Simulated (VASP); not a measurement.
Given:

```
CELL_PARAMETERS angstrom
      0.00000     2.76400     2.76400
      2.76400     0.00000     2.76400
      2.76400     2.76400     0.00000
ATOMIC_POSITIONS crystal
  Si 0.00000 0.00000 0.00000
  Ta 0.50000 0.50000 0.50000
```

Computed with PBEsol GGA, VASP's PBE PAW potentials (set 64) (plane waves; VASP). Run with 400 eV cut-off, 10×10×10 Γ-centred mesh, first-order Methfessel-Paxton smearing of 0.10 eV, potentials Si Ta_pv.

Energy and stress use the plane-wave basis of the starting cell.

The ions, cell shape and volume are relaxed. What does this cell relax into?

```
CELL_PARAMETERS angstrom
      0.00000     2.55056     2.55056
      2.55056     0.00000     2.55056
      2.55056     2.55056     0.00000
ATOMIC_POSITIONS crystal
  Si 0.00000 0.00000 0.00000
  Ta 0.50000 0.50000 0.50000
```
Space group Fm-3m (225), at a tolerance of 0.03 Å.

How do energy and volume change from the first to the last step?

The energy (σ→0) changes by -440.7 meV/atom and the volume by -21.4 %, in 5 ionic steps.

The structure was generated: TaSi was put into the rocksalt type (Fm-3m), which need not be its known phase. This run relaxes it. Symmetry was kept, so distortions that lower it aren't found. The electron count is odd and the run is not spin-polarised, which forces a metal.
